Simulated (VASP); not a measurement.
Input for VASP

KPOINTS:
```
Automatic
0
gamma
  6 6 6
0 0 0
```

**INCAR**
```
ISMEAR=0
EDIFF=1E-7
ZAB_VDW=-1.8867
PARAM2=0.7114
LREAL=F
ALGO=Normal   ! blocked Davidson
LWAVE=F
ENCUT=520
LMAXMIX=4   ! l cut-off of mixed one-centre charges
SIGMA=0.05   ! width (eV)
LCHARG=F
AGGAC=0.0
LASPH=T
PARAM1=0.1234568
PREC=Accurate
GGA=MK
NELM=100   ! most electronic steps
ISIF=2
SYSTEM=Mg2Ge
LUSE_VDW=T
```

### POSCAR
```
Mg2Ge
1.0
  0.0000000000   3.1889971316   3.1889971316
  3.1889971316   0.0000000000   3.1889971316
  3.1889971316   3.1889971316   0.0000000000
Mg Ge
2 1
Direct
  0.2500000000   0.2500000000   0.2500000000
  0.7500000000   0.7500000000   0.7500000000
  0.0000000000   0.0000000000   0.0000000000
```

POTCAR, in this order: Mg Ge_d (PBE.64 set). Program: vasp_std.

### Question
Write an equivalent input for Quantum ESPRESSO's pw.x.

### Answer
One equivalent input (not run):
```
&CONTROL
  calculation = 'scf'
  pseudo_dir = './pseudo'
  outdir = './out'
  tprnfor = .true.
  tstress = .true.
/
&SYSTEM
  ibrav = 0
  nat = 3
  ntyp = 2
  ecutwfc = 84
  occupations = 'smearing'
  smearing = 'gaussian'
  degauss = 0.003675
  input_dft = 'vdw-df2-b86r'
/
&ELECTRONS
  conv_thr = 7.3e-09
  electron_maxstep = 100
/
ATOMIC_SPECIES
  Mg 24.305 Mg.upf
  Ge 72.630 Ge.upf
CELL_PARAMETERS angstrom
     0.0000000    3.1889971    3.1889971
     3.1889971    0.0000000    3.1889971
     3.1889971    3.1889971    0.0000000
ATOMIC_POSITIONS crystal
  Mg   0.2500000  0.2500000  0.2500000
  Mg   0.7500000  0.7500000  0.7500000
  Ge   0.0000000  0.0000000  0.0000000
K_POINTS automatic
  6 6 6 0 0 0
```
What does not carry over: the potentials are each code's own (VASP's PAW set, PseudoDojo norm-conserving files in pw.x), so ENCUT and ecutwfc are chosen apart and not converted; conv_thr bounds pw.x's estimated SCF error, while EDIFF bounds the energy change between steps.

The compound is Mg2Ge in the antifluorite structure. It was relaxed first.
